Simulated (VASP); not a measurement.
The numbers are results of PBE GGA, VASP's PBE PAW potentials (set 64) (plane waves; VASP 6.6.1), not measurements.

The input files of a VASP run:

**INCAR**
```
ALGO  =  Normal
EDIFF  =  1E-6
ENCUT  =  400
GGA  =  PE
ISIF  =  2
ISMEAR  =  1
LASPH  =  T
LCHARG  =  F
LMAXMIX  =  6
LREAL  =  F
LWAVE  =  F
NELM  =  100
PREC  =  Accurate
SIGMA  =  0.1
SYSTEM  =  HfGe
```

**POSCAR**
```
HfGe
1
    3.3415400000     0.0000000000     0.0000000000
    0.0000000000     3.3415400000     0.0000000000
    0.0000000000     0.0000000000     3.3415400000
Hf Ge
1 1
Direct
  0.0000000000   0.0000000000   0.0000000000
  0.5000000000   0.5000000000   0.5000000000
```

File KPOINTS:
```
Automatic mesh
0
gamma
8 8 8
0 0 0
```

POTCAR, in this order: Hf_pv Ge_d (PBE.64 set). Program: vasp_std.

Output

**OSZICAR**
```
       N       E                     dE             d eps       ncg     rms          rms(c)
DAV:   1     0.107846122889E+03    0.10785E+03   -0.11585E+04  1192   0.285E+03
DAV:   2    -0.668665096931E+01   -0.11453E+03   -0.11305E+03  1272   0.441E+02
DAV:   3    -0.155784453386E+02   -0.88918E+01   -0.88235E+01  1472   0.885E+01
DAV:   4    -0.157294569850E+02   -0.15101E+00   -0.15096E+00  1336   0.128E+01
DAV:   5    -0.157324433681E+02   -0.29864E-02   -0.29863E-02  1520   0.187E+00    0.385E+01
DAV:   6    -0.150394142337E+02    0.69303E+00   -0.25684E+00  1536   0.754E+00    0.245E+01
DAV:   7    -0.149838808275E+02    0.55533E-01   -0.42895E-01  1456   0.706E+00    0.473E+00
DAV:   8    -0.149758841088E+02    0.79967E-02   -0.35658E-02  1240   0.112E+00    0.400E-01
DAV:   9    -0.149751912053E+02    0.69290E-03   -0.45640E-03  1552   0.107E+00    0.115E-01
DAV:  10    -0.149751953098E+02   -0.41046E-05   -0.71089E-05  1240   0.722E-02    0.418E-02
DAV:  11    -0.149751951932E+02    0.11668E-06   -0.13045E-05  1520   0.643E-02    0.991E-03
DAV:  12    -0.149751950737E+02    0.11942E-06   -0.26226E-07   760   0.689E-03
   1 F= -.14975195E+02 E0= -.14974553E+02  d E =-.192739E-02
```

**OUTCAR**
```
------------------------ aborting loop because EDIFF is reached ----------------------------------------
  FORCE on cell =-STRESS in cart. coord.  units (eV):
  Direction    XX          YY          ZZ          XY          YZ          ZX
  --------------------------------------------------------------------------------------
  Total        0.0996412      0.0996412      0.0996412      0.0000000      0.0000000     -0.0000000
  in kB        4.2786786      4.2786786      4.2786786      0.0000000      0.0000000     -0.0000000
  external PRESSURE =       4.2786786 kB  Pullay stress =       0.0000000 kB
  volume of cell :       37.31
      direct lattice vectors                 reciprocal lattice vectors
     3.341540000  0.000000000  0.000000000     0.299263214  0.000000000  0.000000000
     0.000000000  3.341540000  0.000000000     0.000000000  0.299263214  0.000000000
     0.000000000  0.000000000  3.341540000     0.000000000  0.000000000  0.299263214
 POSITION                                       TOTAL-FORCE (eV/Angst)
 -----------------------------------------------------------------------------------
      0.00000      0.00000      0.00000         0.000000      0.000000      0.000000
      1.67077      1.67077      1.67077         0.000000      0.000000      0.000000
 -----------------------------------------------------------------------------------
    total drift:                                0.000000      0.000000     -0.000000
  FREE ENERGIE OF THE ION-ELECTRON SYSTEM (eV)
  ---------------------------------------------------
  free  energy   TOTEN  =       -14.9751950737 eV

  energy  without entropy=      -14.9732676869  energy(sigma->0) =      -14.97455261
```
(Selected blocks of OUTCAR.)

File OUTCAR:
```
 val. band max:        6.5412223154   @ k =   0.5000   0.2500   0.1250

 cond. band min:       6.5645603722   @ k =   0.2500   0.1250   0.0000


 Fermi energy:         6.5465008334

 k-point     1 :       0.0000    0.0000    0.0000
  band No.  band energies     occupation
      1     -24.0729      2.00000
      2     -24.0729      2.00000
      3     -24.0729      2.00000
      4     -17.5521      2.00000
      5     -17.5521      2.00000
      6     -17.5351      2.00000
      7     -17.5351      2.00000
      8     -17.5351      2.00000
      9      -4.9529      2.00000
     10       5.0614      2.00000
     11       5.0614      2.00000
     12       8.4950     -0.00000
     13       8.4950     -0.00000
     14       8.4950     -0.00000
     15      10.1897      0.00000
     16      10.1897      0.00000

 k-point     2 :       0.1250    0.0000    0.0000
  band No.  band energies     occupation
      1     -24.1151      2.00000
      2     -24.0696      2.00000
      3     -24.0696      2.00000
      4     -17.5518      2.00000
      5     -17.5464      2.00000
      6     -17.5353      2.00000
      7     -17.5353      2.00000
      8     -17.5348      2.00000
      9      -4.7090      2.00000
     10       4.6342      2.00000
     11       5.1719      2.00000
     12       7.8475     -0.00000
     13       7.8475     -0.00000
     14       8.0020     -0.00000
     15      10.2341      0.00000
     16      10.9708      0.00000

 k-point     3 :       0.2500    0.0000    0.0000
  band No.  band energies     occupation
      1     -24.2155      2.00000
      2     -24.0618      2.00000
      3     -24.0618      2.00000
      4     -17.5507      2.00000
      5     -17.5360      2.00000
      6     -17.5360      2.00000
      7     -17.5340      2.00000
      8     -17.5327      2.00000
      9      -4.0125      2.00000
     10       3.0615      2.00000
     11       5.4656      2.00000
     12       6.9537     -0.00000
     13       6.9537     -0.00000
...
```

Unless said otherwise, spin-orbit coupling is left out, though it shifts the bands of the heavy elements here.

The structure was generated: HfGe was put into the CsCl type (Pm-3m), which need not be its known phase. The cell was not relaxed at this level.
